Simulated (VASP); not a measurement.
A VASP calculation is set up with these files.

File KPOINTS:
```
Automatic mesh
0
Gamma
10 10 10
0 0 0
```

**INCAR**
```
GGA = RE
PREC = Accurate
ALGO = Normal   ! blocked Davidson
ISMEAR = 1   ! Methfessel-Paxton
SIGMA = 0.1
LWAVE = F
LCHARG = F
ENCUT = 520   ! plane-wave cut-off (eV)
LMAXMIX = 4
NELM = 100   ! most electronic steps
LASPH = T
LREAL = F   ! projection in real space or not
ISIF = 2   ! forces and stress, cell fixed
EDIFF = 1E-7
SYSTEM = Sr
```

POSCAR:
```
Sr
1
    0.0000000000     3.1298097928     3.1298097928
    3.1298097928     0.0000000000     3.1298097928
    3.1298097928     3.1298097928     0.0000000000
Sr
1
Direct
  0.0000000000   0.0000000000   0.0000000000
```

POTCAR, in this order: Sr_sv (PBE.64 set). Program: vasp_std.

Problem. Write an equivalent input for Quantum ESPRESSO's pw.x.

Solution. One equivalent input (not run):
```
&CONTROL
  calculation = 'scf'
  pseudo_dir = './pseudo'
  outdir = './out'
  tprnfor = .true.
  tstress = .true.
/
&SYSTEM
  ibrav = 0
  nat = 1
  ntyp = 1
  ecutwfc = 68
  occupations = 'smearing'
  smearing = 'methfessel-paxton'
  degauss = 0.00735
  input_dft = 'revpbe'
/
&ELECTRONS
  conv_thr = 7.3e-09
  electron_maxstep = 100
/
ATOMIC_SPECIES
  Sr 87.620 Sr.upf
CELL_PARAMETERS angstrom
     0.0000000    3.1298098    3.1298098
     3.1298098    0.0000000    3.1298098
     3.1298098    3.1298098    0.0000000
ATOMIC_POSITIONS crystal
  Sr   0.0000000  0.0000000  0.0000000
K_POINTS automatic
  10 10 10 0 0 0
```
The two are equivalent in intent, not identical: the potentials are each code's own (VASP's PAW set, PseudoDojo norm-conserving files in pw.x), so ENCUT and ecutwfc are chosen apart and not converted; conv_thr bounds pw.x's estimated SCF error, while EDIFF bounds the energy change between steps.

The compound is Sr in the fcc structure. This cell is one point of a volume scan, at 1.06 of the reference volume.
